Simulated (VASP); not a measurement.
A run of VASP 6.6.1 is set up as follows.

Contents of INCAR:

```
SYSTEM = NaBI4
ALGO = Fast
EDIFF = 1E-6
ENCUT = 520
GGA = PE
ISIF = 2
ISMEAR = 0
LASPH = .TRUE.
LCHARG = .TRUE.
LELF = .TRUE.
LREAL = .FALSE.
LVHAR = .TRUE.
LWAVE = .FALSE.
NBANDS = 28
NELM = 100
PREC = Accurate
SIGMA = 0.1
```

KPOINTS

```
k-points
0
G
  8 8 6
  0 0 0
```

File POSCAR:

```
NaBI4
1.0
    5.0018721966      0.0000000000      0.0000000000
    0.0000000000      5.0018721966      0.0000000000
    0.0000000000      0.0000000000      8.4003126975
Na B I
1 1 4
Direct
    0.5000000000      0.5000000000      0.5000000000
    0.0000000000      0.0000000000      0.0000000000
    0.5000000000      0.0000000000      0.7684325995
    0.0000000000      0.5000000000      0.2315674005
    0.5000000000      0.0000000000      0.2315674005
    0.0000000000      0.5000000000      0.7684325995
```

Potentials or basis: VASP PAW PBE potentials, release 64 (Na_pv, B, I).

The run is started by

```sh
$ cat potpaw_PBE.64/Na_pv/POTCAR potpaw_PBE.64/B/POTCAR potpaw_PBE.64/I/POTCAR > POTCAR
$ mpirun -np 1 vasp_std > vasp.out
```

Task: Predict the pressure.

Result: 0.0 GPa.

Task: Estimate the band gap on the k mesh.

Result: None (metal or under the smearing width).

Spin-orbit coupling is left out, which matters for the levels of I.
